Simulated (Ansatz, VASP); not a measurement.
## ScF3: VASP beside Ansatz

```xyz
4
Lattice="4.0125 0.0000 0.0000 0.0000 4.0125 0.0000 0.0000 0.0000 4.0125" Properties=species:S:1:pos:R:3 pbc="T T T"
Sc    0.0000    0.0000    0.0000
F     1.9562    0.0000    0.0000
F    -0.0500    2.0062    0.0000
F    -0.0500    0.0000    2.0062
```

Change from the starting cell: all F atoms moved +0.050 Å, as atom 2 towards its neighbour atom 1 (Sc) at 2.006 Å.

Alike in both runs: task single point; functional LDA; k mesh 6 × 6 × 6; occupations gaussian, width 0.05 eV; no spin polarisation.

```csv
,VASP,Ansatz
version,VASP 6.6.1,Ansatz 0.2.0
potentials or method,"VASP PAW LDA potentials, release 64 (Sc_sv, F)","scalar-relativistic, plane waves, PAW"
plane-wave cutoff (eV),520,420
valence electrons in the cell,32,32
```

```tsv
	VASP	Ansatz	Ansatz less VASP
gap on the k mesh at the Fermi level (eV)	6.19	6.22	+0.029
least direct gap on the mesh (eV)	6.73	6.77	+0.035
pressure (GPa)	-2.2	-2.8	-0.68
largest component of the traceless stress (GPa)	0.39	0.37	-0.020
rms of the force components (eV/Å)	0.189	0.169	-0.0193
```

Atom by atom the forces differ by 0.020 eV/Å (rms over components).

A k mesh can miss the band edges.
